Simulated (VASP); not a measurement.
All values below come from PBEsol GGA, VASP's PBE PAW potentials (set 64) (plane waves; VASP).

Input for VASP

File POSCAR:
```
CoGe
1
    2.8797106620     0.0000000000     0.0000000000
    0.0000000000     2.8797106620     0.0000000000
    0.0000000000    -0.0000000000     2.8797106620
Co Ge
1 1
Direct
  0.0000000000   0.0000000000   0.0000000000
  0.5000000000   0.5000000000   0.5000000000
```

File KPOINTS:
```
Regular mesh
0
G
  14 14 14
0 0 0
```

**INCAR**
```
SYSTEM = CoGe
PREC = Accurate
ENCUT = 400
EDIFF = 1E-7
NELM = 100
ALGO = Normal
LREAL = .FALSE.
LASPH = .TRUE.
ISMEAR = -5
GGA = PS
LMAXMIX = 4
ISPIN = 2
MAGMOM = 0.7 0.0
LORBIT = 11
LWAVE = .FALSE.
LCHARG = .TRUE.
NEDOS = 601
ISIF = 2
```

POTCAR, in this order: Co Ge_d (PBE.64 set). Program: vasp_std.

Output of the run:

OSZICAR:
```
       N       E                     dE             d eps       ncg     rms          rms(c)
DAV:   1     0.107108656637E+03    0.10711E+03   -0.95767E+03  7674   0.330E+03
DAV:   2    -0.457872382087E+01   -0.11169E+03   -0.11012E+03  7291   0.437E+02
DAV:   3    -0.139781035408E+02   -0.93994E+01   -0.93398E+01  8243   0.114E+02
DAV:   4    -0.141554651986E+02   -0.17736E+00   -0.17706E+00  8848   0.161E+01
DAV:   5    -0.141612768782E+02   -0.58117E-02   -0.58065E-02  9443   0.253E+00    0.120E+01
DAV:   6    -0.164480784627E+02   -0.22868E+01   -0.46474E+01  7619   0.802E+01    0.161E+01
DAV:   7    -0.128958898899E+02    0.35522E+01   -0.15857E+01  7389   0.588E+01    0.208E+00
DAV:   8    -0.129178039372E+02   -0.21914E-01   -0.52642E-01  7821   0.657E+00    0.150E+00
DAV:   9    -0.129004087334E+02    0.17395E-01   -0.74600E-02  9160   0.350E+00    0.407E-01
DAV:  10    -0.128994157355E+02    0.99300E-03   -0.26222E-03 10499   0.653E-01    0.147E-01
DAV:  11    -0.128990944261E+02    0.32131E-03   -0.23738E-04  8868   0.339E-01    0.691E-02
DAV:  12    -0.128990735083E+02    0.20918E-04   -0.20757E-04 11060   0.168E-01    0.449E-02
DAV:  13    -0.128990778762E+02   -0.43679E-05   -0.28058E-05  9999   0.989E-02    0.149E-02
DAV:  14    -0.128990799172E+02   -0.20410E-05   -0.52028E-06 10894   0.310E-02    0.574E-03
DAV:  15    -0.128990819207E+02   -0.20035E-05   -0.85412E-07 10529   0.904E-03    0.285E-03
DAV:  16    -0.128990818259E+02    0.94775E-07   -0.43188E-08  4161   0.372E-03
   1 F= -.12899082E+02 E0= -.12899082E+02  d E =0.000000E+00  mag=     0.7278
```

**OUTCAR**
```
------------------------ aborting loop because EDIFF is reached ----------------------------------------
  FORCE on cell =-STRESS in cart. coord.  units (eV):
  Direction    XX          YY          ZZ          XY          YZ          ZX
  --------------------------------------------------------------------------------------
  Total       -0.0082184     -0.0082184     -0.0082184     -0.0000000      0.0000000     -0.0000000
  in kB       -0.5513787     -0.5513787     -0.5513787     -0.0000000      0.0000000     -0.0000000
  external PRESSURE =      -0.5513787 kB  Pullay stress =       0.0000000 kB
  volume of cell :       23.88
      direct lattice vectors                 reciprocal lattice vectors
     2.879710662  0.000000000  0.000000000     0.347257109  0.000000000  0.000000000
     0.000000000  2.879710662  0.000000000     0.000000000  0.347257109  0.000000000
     0.000000000  0.000000000  2.879710662     0.000000000  0.000000000  0.347257109
 POSITION                                       TOTAL-FORCE (eV/Angst)
 -----------------------------------------------------------------------------------
      0.00000      0.00000      0.00000         0.000000      0.000000      0.000000
      1.43986      1.43986      1.43986         0.000000      0.000000      0.000000
 -----------------------------------------------------------------------------------
    total drift:                               -0.000000      0.000000     -0.000000
  FREE ENERGIE OF THE ION-ELECTRON SYSTEM (eV)
  ---------------------------------------------------
  free  energy   TOTEN  =       -12.8990818259 eV

  energy  without entropy=      -12.8990818259  energy(sigma->0) =      -12.89908183

 total charge

# of ion       s       p       d       tot
------------------------------------------
    1        0.396   0.481   7.526   8.402
    2        1.116   1.216  10.136  12.468
--------------------------------------------------
tot          1.512   1.697  17.661  20.870

 magnetization (x)

# of ion       s       p       d       tot
------------------------------------------
    1        0.011   0.001   0.718   0.730
    2        0.007   0.008  -0.008   0.007
--------------------------------------------------
tot          0.018   0.010   0.709   0.737
```
(Selected blocks of OUTCAR.)

For a metal the tetrahedron method with Blöchl corrections gives inexact stress and forces.

The structure was generated: CoGe was put into the CsCl type (Pm-3m), which need not be its known phase. It was relaxed first.
